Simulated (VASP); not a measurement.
# GaN: transverse stress against strain

GaN (wurtzite, P6_3mc, 11.115 Å³/atom and stress up to 0.24 GPa in the relaxed cell, c along z) under a strain ε along c (axis z), the other axes held. LDA in VASP (plane waves, PAW), 600 eV, 12×12×6 Γ-centred mesh, Gaussian smearing 0.05 eV; ions are relaxed, or left where forces stay under 0.02 eV/Å, within the symmetry of each cell. Stress is positive for a compressed cell.

Here s stands for strain and y for stress xx.

```csv
strain (%),stress xx (GPa)
-3.00,?
-1.50,1.33
-1.00,0.76
-0.50,0.22
0.00,-0.24
0.50,-0.78
1.00,-1.24
1.50,-1.67
```

Taking a straight line for y over the 7 complete rows: Means: s 0, y -0.231. About the means, the sum of products is -7.0000 and the sum of squares of s is 7.0000; the slope is their ratio. Least squares gives y = -0.231 - 1.0000·s. Residuals (row less fit): 0.061, -0.009, -0.049, -0.009, -0.049, -0.009, 0.061; standard error 0.050 (degrees of freedom: 5). The slope gives the elastic constant C13 = 100 ± 2 GPa (± standard error of the fit, which holds the terms cut off).

Question: Predict the withheld y at s = -3.00 from the fit, and compare with the calculation.

Answer: y = -0.231 - 1.0000 × (-3.0) = 2.769 GPa. The calculation gives 3.23 GPa, 0.461 GPa above the prediction (9.4 % of the range of y in the table). The row lies outside the fitted rows, so this is an extrapolation. From the scatter of the fitted rows alone, a prediction at this place has a standard error of 0.078 GPa, so the miss is 5.9 times that.

A polynomial of degree 2 through the 12 other runs of the series gives 3.20 there, so most of the miss is curvature that the fit leaves out. Rows are the converged runs of the series near zero and its far end; series whose fitted rows scatter by over a few per cent of the range, as at a crossing or softening among them, aren't shown in this form, nor equations of state whose B0' disagrees with the runs' pressures. Most that stay on the fit to the last digits aren't either.
